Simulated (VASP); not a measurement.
Computed with PBE GGA, VASP's PBE PAW potentials (set 64) (plane waves; VASP 6.6.1).

Input for VASP

INCAR:
```
ALGO=Normal
EDIFF=1E-6
ENCUT=520
GGA=PE
ISIF=2
ISMEAR=1
LASPH=T
LCHARG=F
LMAXMIX=4
LREAL=F
LWAVE=F
NELM=100
PREC=Accurate
SIGMA=0.1
SYSTEM=RuAl
```

**KPOINTS**
```
Automatic mesh
0
Gamma
9 9 9
0 0 0
```

### POSCAR
```
RuAl
1
    3.0498000000     0.0000000000     0.0000000000
    0.0000000000     3.0498000000     0.0000000000
    0.0000000000     0.0000000000     3.0498000000
Al Ru
1 1
Direct
  0.5000000000   0.5000000000   0.5000000000
  0.0000000000   0.0000000000   0.0000000000
```

POTCAR, in this order: Al Ru_pv (PBE.64 set). Program: vasp_std.

What VASP printed:

**OSZICAR**
```
       N       E                     dE             d eps       ncg     rms          rms(c)
DAV:   1     0.107906531681E+03    0.10791E+03   -0.92896E+03   868   0.131E+03
DAV:   2    -0.125451990521E+02   -0.12045E+03   -0.11612E+03   904   0.339E+02
DAV:   3    -0.148773911540E+02   -0.23322E+01   -0.22002E+01  1008   0.472E+01
DAV:   4    -0.149006400426E+02   -0.23249E-01   -0.23242E-01   964   0.479E+00
DAV:   5    -0.149012609332E+02   -0.62089E-03   -0.62088E-03  1000   0.691E-01    0.108E+01
DAV:   6    -0.143317004167E+02    0.56956E+00   -0.38646E+00   884   0.221E+01    0.237E+00
DAV:   7    -0.142382565971E+02    0.93444E-01   -0.37787E-01   884   0.713E+00    0.181E+00
DAV:   8    -0.142203573286E+02    0.17899E-01   -0.28132E-02   920   0.188E+00    0.231E-01
DAV:   9    -0.142197612912E+02    0.59604E-03   -0.15172E-03   932   0.404E-01    0.131E-01
DAV:  10    -0.142197550687E+02    0.62225E-05   -0.62468E-05   972   0.100E-01    0.120E-02
DAV:  11    -0.142197535205E+02    0.15482E-05   -0.35848E-06   944   0.216E-02    0.574E-03
DAV:  12    -0.142197528504E+02    0.67009E-06   -0.13217E-07   444   0.452E-03
   1 F= -.14219753E+02 E0= -.14219449E+02  d E =-.911337E-03
```

### OUTCAR
```
------------------------ aborting loop because EDIFF is reached ----------------------------------------
  FORCE on cell =-STRESS in cart. coord.  units (eV):
  Direction    XX          YY          ZZ          XY          YZ          ZX
  --------------------------------------------------------------------------------------
  Total       -1.5106945     -1.5106945     -1.5106945     -0.0000000      0.0000000     -0.0000000
  in kB      -85.3243828    -85.3243828    -85.3243828     -0.0000000      0.0000000     -0.0000000
  external PRESSURE =     -85.3243828 kB  Pullay stress =       0.0000000 kB
  volume of cell :       28.37
      direct lattice vectors                 reciprocal lattice vectors
     3.049800000  0.000000000  0.000000000     0.327890353  0.000000000  0.000000000
     0.000000000  3.049800000  0.000000000     0.000000000  0.327890353  0.000000000
     0.000000000  0.000000000  3.049800000     0.000000000  0.000000000  0.327890353
 POSITION                                       TOTAL-FORCE (eV/Angst)
 -----------------------------------------------------------------------------------
      1.52490      1.52490      1.52490         0.000000      0.000000      0.000000
      0.00000      0.00000      0.00000         0.000000      0.000000      0.000000
 -----------------------------------------------------------------------------------
    total drift:                                0.000000      0.000000      0.000000
  FREE ENERGIE OF THE ION-ELECTRON SYSTEM (eV)
  ---------------------------------------------------
  free  energy   TOTEN  =       -14.2197528504 eV

  energy  without entropy=      -14.2188415136  energy(sigma->0) =      -14.21944907
```
(Selected blocks of OUTCAR.)

The compound is RuAl in the CsCl type structure. The cell was not relaxed at this level. The electron count is odd and the run is not spin-polarised, which forces a metal.
